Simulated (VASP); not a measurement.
```
BaZrO3
1.0
    3.92243     0.00000     0.00000
    0.00000     3.92243     0.00000
    0.00000     0.00000     3.92243
Ba Zr O
1 1 3
Direct
  0.00000   0.00000   0.00000
  0.50000   0.50000   0.50000
  0.50000   0.00000   0.50000
  0.00000   0.50000   0.50000
  0.50000   0.50000   0.00000
```

Method: LDA (Ceperley-Alder, Perdew-Zunger), VASP's LDA PAW potentials (set 64) (plane waves; VASP). Numerical set-up: 620 eV cut-off, 6×6×6 Γ-centred mesh, Gaussian smearing of 0.050 eV, potentials Ba_sv Zr_sv O.

Unless said otherwise, spin-orbit coupling is left out, though it shifts the bands of the heavy elements here.

Problem. Estimate the energy per atom (σ→0), pressure, band gap (on the k-mesh) with the smallest direct gap where there is one.

Solution. 
The band gap (on the k-mesh) comes out as 3.22 eV. The smallest direct gap (on the k-mesh) is 3.22 eV. The energy per atom (σ→0) comes out as -8869 meV/atom and the pressure is 44.90 GPa.

The compound is BaZrO3 in the cubic perovskite structure. It was relaxed first under an external pressure of 45 GPa.
